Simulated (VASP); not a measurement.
These are PBE GGA, VASP's PBE PAW potentials (set 64) (plane waves; VASP) values and carry that method's errors.

VASP input:

INCAR:
```
ALGO  =  Normal
EDIFF  =  1E-6
ENCUT  =  520
GGA  =  PE
ISIF  =  2
ISMEAR  =  0
LASPH  =  T
LCHARG  =  F
LREAL  =  F
LWAVE  =  F
NELM  =  100
PREC  =  Accurate
SIGMA  =  0.05
SYSTEM  =  AlN
```

KPOINTS:
```
kpoints
0
Gamma
 7 7 4
```

### POSCAR
```
AlN
1.0
  1.5550000000  -2.6933390000   0.0000000000
  1.5550000000   2.6933390000   0.0000000000
  0.0000000000   0.0000000000   4.9800000000
Al N
2 2
Cartesian
  1.5550000000  -0.8977814622   2.4900000000
  1.5550000000   0.8977814622   0.0000000000
  1.5550000000  -0.8977814622   4.3923600000
  1.5550000000   0.8977814622   1.9023600000
```

POTCAR, in this order: Al N (PBE.64 set). Program: vasp_std.

What VASP printed:

File OSZICAR:
```
       N       E                     dE             d eps       ncg     rms          rms(c)
DAV:   1     0.530552567502E+02    0.53055E+02   -0.76740E+03   576   0.120E+03
DAV:   2    -0.304916102090E+02   -0.83547E+02   -0.77041E+02   848   0.228E+02
DAV:   3    -0.344909478723E+02   -0.39993E+01   -0.39864E+01   748   0.548E+01
DAV:   4    -0.345231233320E+02   -0.32175E-01   -0.32169E-01   656   0.566E+00
DAV:   5    -0.345235954252E+02   -0.47209E-03   -0.47209E-03   720   0.699E-01    0.122E+01
DAV:   6    -0.297686218062E+02    0.47550E+01   -0.16964E+01   692   0.316E+01    0.426E+00
DAV:   7    -0.297811934343E+02   -0.12572E-01   -0.63513E-01   628   0.638E+00    0.290E+00
DAV:   8    -0.297742541718E+02    0.69393E-02   -0.75117E-02   652   0.289E+00    0.473E-01
DAV:   9    -0.297697200505E+02    0.45341E-02   -0.19525E-02   728   0.105E+00    0.239E-01
DAV:  10    -0.297702663582E+02   -0.54631E-03   -0.21980E-03   668   0.361E-01    0.127E-01
DAV:  11    -0.297701999855E+02    0.66373E-04   -0.20203E-04   680   0.114E-01    0.315E-02
DAV:  12    -0.297702018497E+02   -0.18642E-05   -0.79247E-06   620   0.290E-02    0.873E-03
DAV:  13    -0.297702015710E+02    0.27872E-06   -0.53391E-06   696   0.172E-02
   1 F= -.29770202E+02 E0= -.29770202E+02  d E =-.696103E-11
```

OUTCAR:
```
------------------------ aborting loop because EDIFF is reached ----------------------------------------
  FORCE on cell =-STRESS in cart. coord.  units (eV):
  Direction    XX          YY          ZZ          XY          YZ          ZX
  --------------------------------------------------------------------------------------
  Total        1.0172978      1.0172978      0.9941703      0.0000000      0.0000000      0.0000000
  in kB       39.0731077     39.0731075     38.1848095      0.0000000      0.0000000      0.0000000
  external PRESSURE =      38.7770083 kB  Pullay stress =       0.0000000 kB
  volume of cell :       41.71
      direct lattice vectors                 reciprocal lattice vectors
     1.555000000 -2.693339000  0.000000000     0.321543408 -0.185643174  0.000000000
     1.555000000  2.693339000  0.000000000     0.321543408  0.185643174  0.000000000
     0.000000000  0.000000000  4.980000000     0.000000000  0.000000000  0.200803213
  FREE ENERGIE OF THE ION-ELECTRON SYSTEM (eV)
  ---------------------------------------------------
  free  energy   TOTEN  =       -29.7702015710 eV

  energy  without entropy=      -29.7702015710  energy(sigma->0) =      -29.77020157
```
(Selected blocks of OUTCAR.)

**OUTCAR**
```
 val. band max:        6.1716839128   @ k =   0.0000   0.0000   0.0000

 cond. band min:      10.3858641855   @ k =   0.0000   0.0000   0.0000


 Fermi energy:         6.3768940609

 k-point     1 :       0.0000    0.0000    0.0000
  band No.  band energies     occupation
      1      -9.0297      2.00000
      2      -6.8795      2.00000
      3       0.1688      2.00000
      4       5.2986      2.00000
      5       5.2986      2.00000
      6       5.9491      2.00000
      7       5.9491      2.00000
      8       6.1717      2.00000
      9      10.3859      0.00000
     10      12.8388      0.00000
     11      16.7941      0.00000
     12      17.3261      0.00000

 k-point     2 :       0.1429    0.0000    0.0000
  band No.  band energies     occupation
      1      -8.7726      2.00000
      2      -6.7379      2.00000
      3       0.4762      2.00000
      4       4.2027      2.00000
      5       4.9327      2.00000
      6       4.9943      2.00000
      7       5.8954      2.00000
      8       6.0489      2.00000
      9      11.4049      0.00000
     10      13.7266      0.00000
     11      15.7143      0.00000
     12      16.0974      0.00000

 k-point     3 :       0.2857   -0.0000    0.0000
  band No.  band energies     occupation
      1      -8.0751      2.00000
      2      -6.4355      2.00000
      3       1.3445      2.00000
      4       2.2331      2.00000
      5       3.3096      2.00000
      6       4.4659      2.00000
      7       5.5677      2.00000
      8       5.6871      2.00000
      9      12.4750      0.00000
     10      13.4042      0.00000
     11      14.1057      0.00000
     12      16.4312      0.00000

 k-point     4 :       0.4286    0.0000    0.0000
  band No.  band energies     occupation
      1      -7.2464      2.00000
      2      -6.3278      2.00000
      3       0.8943      2.00000
      4       2.1570      2.00000
      5       2.5213      2.00000
      6       4.1192      2.00000
...
```

The compound is AlN in the wurtzite structure. The cell was not relaxed at this level.
